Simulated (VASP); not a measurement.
```xyz
3
Lattice="0.0000 3.1000 3.1000 3.1000 0.0000 3.1000 3.1000 3.1000 0.0000" Properties=species:S:1:pos:R:3 pbc="T T T"
Ba     0.0000     0.0000     0.0000
F      1.5500     1.5500     1.5500
F      4.6500     4.6500     4.6500
```

The base run (VASP): PBE GGA, plane waves, VASP's PBE PAW potentials (set 64). Run with 520 eV cut-off, 7×7×7 Γ-centred mesh, Gaussian smearing of 0.050 eV, potentials Ba_sv F.

One setting is varied; ΔE counts from the base run. The base run took about 10 core-seconds. Times come from single runs on busy shared machines, so they are rough: good to a factor of about 2.

| setting | cost over the base run | electronic steps | ΔE (meV/atom) |
|---|---|---|---|
| base run | reference | 13 | 0.0 |
| AMIX = 0.2, BMIX = 0.0001, IMIX = 4 | within a factor of 2 | 15 | 0.0 |
| AMIX = 0.05, BMIX = 3.0, IMIX = 4 | within a factor of 2 | 29 | 0.0 |
| AMIX = 0.2, BMIX = 1.0, IMIX = 1 | about 3 times | 44 | 0.0 |
| AMIX = 0.1, BMIX = 1.0, IMIX = 1 | about 5 times | 80 | 0.0 |

Left out are runs that failed, have no time on record or changed the cell.

The compound is BaF2 in the fluorite structure. The cell was not relaxed at this level.
